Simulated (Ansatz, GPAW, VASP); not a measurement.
**Code comparison for GeRh (Pnma, 8 atoms in the cell)**

Self-consistent single point.

```
CELL_PARAMETERS angstrom
      5.68631     0.00000     0.00000
      0.00000     3.30181     0.00000
      0.00000     0.00000     6.47300
ATOMIC_POSITIONS crystal
  Ge 0.80826 0.75000 0.43643
  Ge 0.19174 0.25000 0.56357
  Ge 0.69174 0.25000 0.93643
  Ge 0.30826 0.75000 0.06357
  Rh 0.99544 0.75000 0.79662
  Rh 0.00456 0.25000 0.20338
  Rh 0.50456 0.25000 0.29662
  Rh 0.49544 0.75000 0.70338
```

Shared settings, as Ansatz (a program for electronic structure) writes them: kpoints.mp_grid.grid = 3 6 3; scf.occupations.method = gaussian; scf.occupations.width = 0.1 eV. Potentials and cutoffs stand in the table.

| code | model | pressure (GPa) | largest force (eV/Å) | cutoff |
|---|---|---|---|---|
| Ansatz | LDA (PW92), PAW files made with PBE | -8.38 | 0.143 | default |
| GPAW | LDA (Perdew-Wang 92), GPAW PAW datasets LDA (gpaw-data 1.0.1) | -7.64 | 0.131 | 550 eV |
| VASP | LDA (PZ), VASP's LDA PAW potentials (set 64) | -8.93 | 0.130 | 300 eV |

Size of the force on each atom (eV/Å): Sizes of forces hide their directions.

| code | Ge1 | Ge2 | Ge3 | Ge4 | Rh5 | Rh6 | Rh7 | Rh8 |
|---|---|---|---|---|---|---|---|---|
| Ansatz | 0.143 | 0.143 | 0.143 | 0.143 | 0.051 | 0.051 | 0.051 | 0.051 |
| GPAW | 0.131 | 0.131 | 0.131 | 0.131 | 0.076 | 0.076 | 0.076 | 0.076 |
| VASP | 0.130 | 0.130 | 0.130 | 0.130 | 0.042 | 0.042 | 0.042 | 0.042 |

On Ansatz's run: spin polarisation is off.

The spread over the programs that give each value: pressure within 1.29 GPa; largest force within 0.013 eV/Å.

Ansatz's pressure is given at a fixed set of plane waves, as the other plane-wave codes print theirs; with its correction for the finite basis it is -8.30 GPa. The same LDA comes in different parametrisations, which differ slightly.

The shared mesh is coarse (it stands for a supercell whose shortest vector is 17 Å), so the values are not converged in it.

VASP's run is marked for a possible Pulay error in its stress at this cutoff; no cutoff test was made.

The starting cell comes from a database of computed structures (which also holds hypothetical and non-ambient phases and stackings), without a prior relaxation at this level. Its lattice was rescaled by a random factor within 2.5 % of one.

Left out of this page: Quantum ESPRESSO, CP2K, Elk, FLEUR and SIESTA (not drawn, or without a comparable value).

Keys are those of Ansatz 0.2.
